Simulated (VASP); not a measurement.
Here is a VASP 6.6.1 calculation.

File INCAR:

```
  PREC = Accurate
  ENCUT = 520
  EDIFF = 1E-8
  ISMEAR = -1
  SIGMA = 0.05
  LREAL = F
  LASPH = T
  NELM = 100
  ALGO = Fast
  ISIF = 2
  LWAVE = F
  LCHARG = F
  ISPIN = 2
  MAGMOM = 1 1 0 0.6 0
  LORBIT = 11
  LMAXMIX = 4
  GGA = PE
  LEFG = T
  KPAR = 4
```

Contents of KPOINTS:

```
regular mesh
0
Gamma
  8 8 5
```

Contents of POSCAR:

```
NiMoIrPdW
1.0
    4.1170500000      0.0000000000      0.0000000000
   -2.0585300000      3.5654700000      0.0000000000
    0.0000000000      0.0000000000      5.4458000000
Ni Mo Pd Ir W
1 1 1 1 1
Direct
    0.0000000000      0.0000000000      0.9577500000
    0.6666700000      0.3333300000      0.9616100000
    0.6666700000      0.3333300000      0.4629500000
    0.3333300000      0.6666700000      0.7257200000
    0.3333300000      0.6666700000      0.2364200000
```

Potentials or basis: VASP PAW PBE potentials, release 64 (Ni, Mo_sv, Pd, Ir, W_sv).

The run is started by

```sh
$ cat potpaw_PBE.64/Ni/POTCAR potpaw_PBE.64/Mo_sv/POTCAR potpaw_PBE.64/Pd/POTCAR potpaw_PBE.64/Ir/POTCAR potpaw_PBE.64/W_sv/POTCAR > POTCAR
$ mpirun -np 4 vasp_std > vasp.out
```

**Question.** Estimate the pressure.

**Answer.** 0.2 GPa.

**Question.** Predict the largest force.

**Answer.** 0.041 eV/Å.

**Question.** What does it give for the band gap on the k mesh?

**Answer.** None (metal or under the smearing width).

**Question.** Estimate the net moment.

**Answer.** 0.00 μB per cell.

Electric field gradients, principal values (V/Å²):
```
atom      Vxx      Vyy       Vzz
1 Ni   -7.755   -7.759    15.514
2 Mo  -12.801  -12.832    25.633
3 Pd   57.282   57.289  -114.570
4 Ir   59.756   59.785  -119.541
 5 W   61.038   61.100  -122.138
```

The run has no spin-orbit coupling, so splittings on Ir, W are missing.
